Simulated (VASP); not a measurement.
All values below come from PBE GGA with D3 dispersion (zero damping), VASP's PBE PAW potentials (set 64) (plane waves; VASP).

VASP ran on this input.

**INCAR**
```
SYSTEM = CuI
PREC = Accurate
ENCUT = 520
EDIFF = 1E-7
NELM = 100
ALGO = Normal
LREAL = .FALSE.
LASPH = .TRUE.
ISMEAR = 0
SIGMA = 0.05
GGA = PE
IVDW = 11
LMAXMIX = 4
LWAVE = .FALSE.
LCHARG = .FALSE.
ISIF = 2
```

**POSCAR**
```
CuI
2.9967580
  0.0000000000   0.9999998651   0.9999998651
  0.9999998651   0.0000000000   0.9999998651
  0.9999998651   0.9999998651   0.0000000000
Cu I
1 1
Direct
  0.0000000000   0.0000000000   0.0000000000
  0.2500000000   0.2500000000   0.2500000000
```

File KPOINTS:
```
Automatic mesh
0
Gamma
8 8 8
0 0 0
```

POTCAR, in this order: Cu I (PBE.64 set). Program: vasp_std.

Unless said otherwise, spin-orbit coupling is left out, though it shifts the bands of the heavy elements here.

**Question.** Estimate the energy per atom (σ→0), dispersion energy, band gap (on the k-mesh).

**Answer.** 
* **energy per atom (σ→0)**: -3.054 eV/atom
* **dispersion energy**: -0.559 eV
* **band gap (on the k-mesh)**: 1.24 eV

**OSZICAR**
```
...
DAV:  10    -0.554865345099E+01   -0.17228E-03   -0.77918E-04   884   0.262E-01    0.764E-02
DAV:  11    -0.554869393828E+01   -0.40487E-04   -0.49114E-04   950   0.700E-01    0.361E-02
DAV:  12    -0.554869032294E+01    0.36153E-05   -0.47319E-05  1186   0.145E-01    0.315E-02
DAV:  13    -0.554868882391E+01    0.14990E-05   -0.25926E-06  1153   0.346E-02    0.181E-02
DAV:  14    -0.554868769637E+01    0.11275E-05   -0.93067E-06  1068   0.993E-02    0.293E-03
DAV:  15    -0.554868816197E+01   -0.46560E-06   -0.15448E-06   794   0.833E-03    0.525E-03
DAV:  16    -0.554868812317E+01    0.38795E-07   -0.42057E-08   497   0.351E-03
   1 F= -.61077162E+01 E0= -.61077162E+01  d E =-.163324E-15
```

The compound is CuI in the zinc blende structure. It was relaxed first.
